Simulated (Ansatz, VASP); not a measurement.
# Cross-check of Ga12Ge13O44 (amorphous 32Ga2O3-68GeO2 (mol %)) between VASP and Ansatz, part 3 of 3

One calculation is typed for both programs; each brings its own data sets. How far apart do they land? Of the first pair: The cell is taken from a series of runs on this material, whose earlier steps may have relaxed, scaled, displaced or heated it; both programs get it as it stands.

VASP 6.6.1 and Ansatz 0.2.0.

So far. Step 2 (VASP: single point, PBE, pair 1): The run ends at a pressure of -3.60 GPa, with forces up to 2.5 eV/Å. Step 6 (VASP: single point, PBE, start cell, pair 2): The run ends at a pressure of 1.94 GPa, with forces up to 0.30 eV/Å.

### 9. VASP: single point, PBE, start cell, pair 3

Level of this step: PBE; plane waves and PAW (Ga_d, Ge_d, O) (VASP).

The same cell, functional and mesh now go to VASP, with its own data sets.

File INCAR:

```
SYSTEM = Ga12Ge13O44
PREC = Accurate
ENCUT = 520
EDIFF = 1E-06
NELM = 120
ISMEAR = 0
SIGMA = 0.01
LREAL = Auto
ALGO = Normal
GGA = PE
NBANDS = 352
LORBIT = 11
LWAVE = .FALSE.
LCHARG = .FALSE.
ISIF = 2
LASPH = .TRUE.
GGA_COMPAT = .FALSE.
EFERMI = MIDGAP
NCORE = 2
```

File POSCAR:

```
Ga12Ge13O44
1.0
    9.3678900000     -0.0968600000     -0.1850300000
   -0.1009200000      8.9622100000      0.2971300000
   -0.1820600000      0.2952800000      9.4358500000
Ga Ge O
12 13 44
Direct
    0.3128913663      0.1496354201      0.8718592514
    0.9588404270      0.2617895681      0.8617590053
    0.8134708532      0.7794386596      0.5242476198
    0.4981416121      0.6010639882      0.6139539098
    0.7112781207      0.3614819873      0.6590927842
    0.2873649392      0.5459587107      0.2785070156
    0.0125854289      0.9512513415      0.7145920474
    0.5943207179      0.3595957364      0.3484604441
    0.2656269564      0.4775035653      0.8891269278
    0.5502619086      0.0616290816      0.1827607594
    0.8605141692      0.9480810447      0.1539148689
    0.3480104448      0.8345699980      0.8480652606
    0.0816660001      0.7292632179      0.0287864559
    0.6128421504      0.6956710746      0.2912815948
    0.9173769985      0.5840634803      0.3083770391
    0.0263209988      0.5860301230      0.6818085328
    0.0657698139      0.3415799224      0.1546310874
    0.2634363372      0.8166919677      0.5010550127
    0.6716309086      0.0368575343      0.8477689226
    0.6003696928      0.3728954981      0.9840966065
    0.8912416811      0.1543850755      0.4409177775
    0.7493189212      0.6769736992      0.8662915672
    0.2006195261      0.0171206072      0.1875966219
    0.2014174792      0.3162929324      0.5439772948
    0.4716104401      0.1020244030      0.5618940073
    0.9102426542      0.4108376754      0.7194953290
    0.8874896499      0.9702409593      0.5464610516
    0.6683783512      0.5570191410      0.7298720252
    0.0536031975      0.1844464394      0.5494590979
    0.2697936096      0.3622357654      0.3803143118
    0.5027824525      0.1511767419      0.3803908171
    0.8934523241      0.7360554003      0.7249279442
    0.8206440220      0.0923203459      0.2800502995
    0.9223833749      0.3379941632      0.0317237334
    0.1980681467      0.9256217196      0.3568431639
    0.1260649082      0.7808857165      0.6226255416
    0.8865688440      0.0675589699      0.8225934109
    0.5256151046      0.8570824158      0.2274399937
    0.8239302190      0.7821632064      0.2891999825
    0.0983989429      0.5968260701      0.8725628138
    0.0847978732      0.6544169193      0.2204404745
    0.8869254561      0.7295858314      0.0054394653
    0.2711303827      0.7666308899      0.0282940295
    0.4043377088      0.9131798238      0.5928434095
    0.4238425264      0.3492341374      0.9033585362
    0.6907979991      0.2652105971      0.8610052437
    0.9337245918      0.6164048103      0.4961094867
    0.6548823719      0.8389684019      0.8145519698
    0.6565403472      0.5596531099      0.0039413441
    0.5967726554      0.2751612970      0.1556152512
    0.1605589717      0.2762312458      0.8822450162
    0.2239960082      0.4510337192      0.1040955857
    0.3379699106      0.6522290336      0.4555750420
    0.1883489544      0.9730188115      0.8153093921
    0.6238999067      0.7270752385      0.4847262657
    0.0508804443      0.9307566820      0.0890390029
    0.9838170938      0.3976087283      0.3106868163
    0.3837874278      0.6470516737      0.7770951980
    0.6374833526      0.1107142122      0.6580283738
    0.7300540215      0.5289250165      0.2904902479
    0.1816146558      0.4724235514      0.6479684342
    0.4641527979      0.0158210083      0.8658447618
    0.1007169965      0.1649330678      0.2343221971
    0.3523336879      0.0848761241      0.0997337876
    0.4822228316      0.5449752658      0.2527273314
    0.7004358510      0.0137623881      0.0440355058
    0.3333251678      0.2021533677      0.6429319378
    0.7691350369      0.2909938697      0.4773443884
    0.5424101235      0.4119451975      0.5408374305
```

File KPOINTS:

```
Automatic mesh
0
Gamma
1 1 1
0 0 0
```

PAW data sets: Ga_d, Ge_d and O (PBE family, release 64).

Run with:

```sh
$ mpirun -np 8 vasp_gam
```

Numbers of over 12 decimals in the logs are rounded to 6 here.

Log:

```text
[... set-up lines as in an earlier step ...]
 entering main loop
       N       E                     dE             d eps       ncg     rms          rms(c)
DAV:   1     0.190486052260E+05    0.19049E+05   -0.19763E+05   824   0.452E+03
DAV:   2     0.469431349305E+04   -0.14354E+05   -0.13240E+05   704   0.128E+03
DAV:   3     0.329278790243E+03   -0.43650E+04   -0.41386E+04   856   0.425E+02
DAV:   4    -0.409652334427E+03   -0.73893E+03   -0.71499E+03   824   0.187E+02
[...]
DAV:  17    -0.419327977206E+03   -0.68801E-05   -0.87224E-05   976   0.380E-02    0.579E-03
DAV:  18    -0.419327979763E+03   -0.25563E-05   -0.25986E-05   712   0.207E-02    0.304E-03
DAV:  19    -0.419327980688E+03   -0.92552E-06   -0.90531E-06   544   0.132E-02
   1 F= -.41932798E+03 E0= -.41932798E+03  d E =0.000000E+00
```

OUTCAR, selected parts (step 9):

```text
 POSITION                                       TOTAL-FORCE (eV/Angst)
 -----------------------------------------------------------------------------------
      2.75730      1.56820      8.21330         0.006669     -0.067696      0.060522
      8.79900      2.50780      8.03180        -0.003214     -0.109284     -0.023273
      7.44640      7.06150      5.02780        -0.229459      0.299879     -0.013726
      4.49410      5.51990      5.87960        -0.039322      0.138464     -0.045527
      6.50670      3.36540      6.19490         0.089791     -0.008096      0.055622
      2.58620      4.94740      2.73700        -0.052178     -0.006691     -0.080749
     -0.10820      8.73510      7.02310         0.137910     -0.034888     -0.070667
      5.46780      3.26810      3.28490        -0.041166      0.039710     -0.085924
      2.27830      4.51630      8.48240         0.040903      0.015802      0.066503
      5.11530      0.55300      1.64100        -0.083083      0.031924      0.071061
      7.93750      8.45900      1.57480         0.101118     -0.117786      0.042445
      3.02150      7.69630      8.18580         0.063283      0.030894      0.002173
      0.68620      6.53640      0.47320         0.138394      0.015416      0.039249
      5.61780      6.26140      2.84180        -0.117210     -0.236905      0.064326
[...]
-----------------------------------------------------------------------------------
    total drift:                               -0.015999      0.010474      0.013235

  FREE ENERGIE OF THE ION-ELECTRON SYSTEM (eV)
  ---------------------------------------------------
  free  energy   TOTEN  =      -419.3279806881 eV

  energy  without entropy=     -419.3279806881  energy(sigma->0) =     -419.32798069

[... 1 part as in an earlier step ...]

[... 1 further part left out ...]
```

The run ends at a pressure of 0.23 GPa, with forces up to 0.48 eV/Å.

### 10. Side by side

Forces on 8 of the 69 atoms, those with the largest forces and the largest differences (eV/Å; atoms numbered as in POSCAR):

| atom | Ansatz x, y, z | VASP x, y, z |
| --- | --- | --- |
| Ge14 | -0.059, -0.262, 0.105 | -0.117, -0.237, 0.064 |
| Ge17 | 0.264, 0.274, -0.220 | 0.240, 0.214, -0.184 |
| Ge18 | 0.025, 0.323, 0.368 | 0.011, 0.341, 0.336 |
| Ge21 | 0.289, -0.364, -0.084 | 0.261, -0.342, -0.108 |
| Ge22 | 0.101, -0.393, 0.126 | 0.054, -0.365, 0.122 |
| Ge23 | 0.271, -0.392, -0.259 | 0.249, -0.363, -0.193 |
| Ge24 | -0.330, -0.155, -0.220 | -0.308, -0.153, -0.232 |
| Ge25 | 0.102, -0.355, -0.118 | 0.120, -0.358, -0.119 |

The forces differ by 24 meV/Å r.m.s., which is 20.3 % of the r.m.s. force of 0.117 eV/Å (both taken over all components).

### 11. Summary of results

```yaml
r_m_s_force_difference_single_point_pbe_pair_1: 3.2 % of the r.m.s. force
r_m_s_force_difference_single_point_pbe_start_cell_pair_2: 24 meV/Å
r_m_s_force_difference_single_point_pbe_start_cell_pair_3: 24 meV/Å
```

What this shows: The r.m.s. force difference is 24 meV/Å (single point, PBE, start cell, pair 2), beyond the 12 meV/Å picked in this series as the mark of a large difference. What causes the difference of the single point, PBE, pair 1 pair stays open here. What causes the difference of the single point, PBE, start cell, pair 2 pair stays open here. What causes the difference of the single point, PBE, start cell, pair 3 pair stays open here. 5 further pairs of this series are not shown here. Such differences can come from data sets, numerical settings and the points named under the comparisons, not from the functional's error against experiment.

[Lines on the potential files, build, host, timing and source positions are cut from VASP's logs without a mark.]

[Logs are printed without paths, hosts, clocks, repeated set-up lines and the standing remarks that a program may print on its own settings, such as how far it seeks lower states.]

[Hosts, paths, dates, database ids (printed as entryN), source tags and the programs' standing remarks are cut or masked in the printed files.]
